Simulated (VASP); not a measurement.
Calculation: PBEsol GGA, VASP's PBE PAW potentials (set 64) (plane waves; VASP 6.6.1).

VASP input:

POSCAR:
```
TiCo
1
    2.9598753100     0.0000000000     0.0000000000
    0.0000000000     2.9598753100     0.0000000000
    0.0000000000     0.0000000000     2.9598753100
Ti Co
1 1
Direct
  0.0000000000   0.0000000000   0.0000000000
  0.5000000000   0.5000000000   0.5000000000
```

### KPOINTS
```
Regular mesh
0
G
12 12 12
0 0 0
```

### INCAR
```
ALGO=Normal
EDIFF=1E-7
ENCUT=520
GGA=PS
ISIF=2
ISMEAR=1
LASPH=.TRUE.
LCHARG=.FALSE.
LMAXMIX=4
LREAL=.FALSE.
LWAVE=.FALSE.
NELM=100
PREC=Accurate
SIGMA=0.1
SYSTEM=TiCo
```

POTCAR, in this order: Ti_sv Co (PBE.64 set). Program: vasp_std.

Output

**OSZICAR**
```
       N       E                     dE             d eps       ncg     rms          rms(c)
DAV:   1     0.150629744318E+03    0.15063E+03   -0.10408E+04  2352   0.188E+03
DAV:   2    -0.100627447683E+02   -0.16069E+03   -0.15810E+03  2388   0.412E+02
DAV:   3    -0.192011167094E+02   -0.91384E+01   -0.90666E+01  3796   0.107E+02
DAV:   4    -0.194695101242E+02   -0.26839E+00   -0.26690E+00  2906   0.149E+01
DAV:   5    -0.194795583765E+02   -0.10048E-01   -0.10048E-01  3412   0.268E+00    0.144E+01
DAV:   6    -0.179508384256E+02    0.15287E+01   -0.19014E+01  2538   0.661E+01    0.971E+00
DAV:   7    -0.189012574576E+02   -0.95042E+00   -0.29016E+01  3820   0.552E+01    0.197E+01
DAV:   8    -0.168792714919E+02    0.20220E+01   -0.13837E+01  3512   0.369E+01    0.169E+00
DAV:   9    -0.168870521070E+02   -0.77806E-02   -0.41325E-01  3462   0.645E+00    0.184E+00
DAV:  10    -0.168762829084E+02    0.10769E-01   -0.82571E-02  3280   0.362E+00    0.489E-01
DAV:  11    -0.168744732280E+02    0.18097E-02   -0.10453E-02  3190   0.122E+00    0.256E-01
DAV:  12    -0.168740792138E+02    0.39401E-03   -0.19013E-03  3698   0.428E-01    0.584E-02
DAV:  13    -0.168740315337E+02    0.47680E-04   -0.10785E-04  2774   0.947E-02    0.320E-02
DAV:  14    -0.168740243769E+02    0.71568E-05   -0.43953E-05  3326   0.597E-02    0.462E-03
DAV:  15    -0.168740246629E+02   -0.28600E-06   -0.13100E-06  2630   0.135E-02    0.113E-03
DAV:  16    -0.168740247502E+02   -0.87293E-07   -0.59365E-08  1648   0.278E-03
   1 F= -.16874025E+02 E0= -.16873505E+02  d E =-.155963E-02
```

**OUTCAR**
```
------------------------ aborting loop because EDIFF is reached ----------------------------------------
  FORCE on cell =-STRESS in cart. coord.  units (eV):
  Direction    XX          YY          ZZ          XY          YZ          ZX
  --------------------------------------------------------------------------------------
  Total       -0.8940675     -0.8940675     -0.8940675     -0.0000000      0.0000000     -0.0000000
  in kB      -55.2408840    -55.2408840    -55.2408840     -0.0000000      0.0000000     -0.0000000
  external PRESSURE =     -55.2408840 kB  Pullay stress =       0.0000000 kB
  volume of cell :       25.93
      direct lattice vectors                 reciprocal lattice vectors
     2.959875310  0.000000000  0.000000000     0.337852070  0.000000000  0.000000000
     0.000000000  2.959875310  0.000000000     0.000000000  0.337852070  0.000000000
     0.000000000  0.000000000  2.959875310     0.000000000  0.000000000  0.337852070
 POSITION                                       TOTAL-FORCE (eV/Angst)
 -----------------------------------------------------------------------------------
      0.00000      0.00000      0.00000         0.000000      0.000000      0.000000
      1.47994      1.47994      1.47994         0.000000      0.000000      0.000000
 -----------------------------------------------------------------------------------
    total drift:                                0.000000      0.000000     -0.000000
  FREE ENERGIE OF THE ION-ELECTRON SYSTEM (eV)
  ---------------------------------------------------
  free  energy   TOTEN  =       -16.8740247502 eV

  energy  without entropy=      -16.8724651185  energy(sigma->0) =      -16.87350487
```
(Selected blocks of OUTCAR.)

The compound is TiCo in the CsCl type structure. This cell is one point of a volume scan, at 1.03 of the reference volume. The run is not spin-polarised, so no magnetic state was tried. The electron count is odd and the run is not spin-polarised, which forces a metal.
